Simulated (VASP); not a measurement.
Data:

```
CELL_PARAMETERS angstrom
      0.00000     2.75352     2.75352
      2.75352     0.00000     2.75352
      2.75352     2.75352     0.00000
ATOMIC_POSITIONS crystal
  Si 0.25000 0.25000 0.25000
  Si 0.75000 0.75000 0.75000
  Ni 0.00000 0.00000 0.00000
```

The numbers are results of PBE GGA, VASP's PBE PAW potentials (set 64) (plane waves; VASP), not measurements. Numerical set-up: 520 eV cut-off, 10×10×10 Γ-centred mesh, first-order Methfessel-Paxton smearing of 0.10 eV, potentials Si Ni.

**Question.** Give the stress tensor in GPa (positive for a compressed cell).

**Answer.** 
```
-4.59   0.00   0.00
 0.00  -4.59   0.00
 0.00   0.00  -4.59
```
The pressure is its mean diagonal, -4.59 GPa.

The compound is NiSi2 in the fluorite structure. This cell is one point of a volume scan, at 1.03 of the reference volume. The run is not spin-polarised, so no magnetic state was tried.
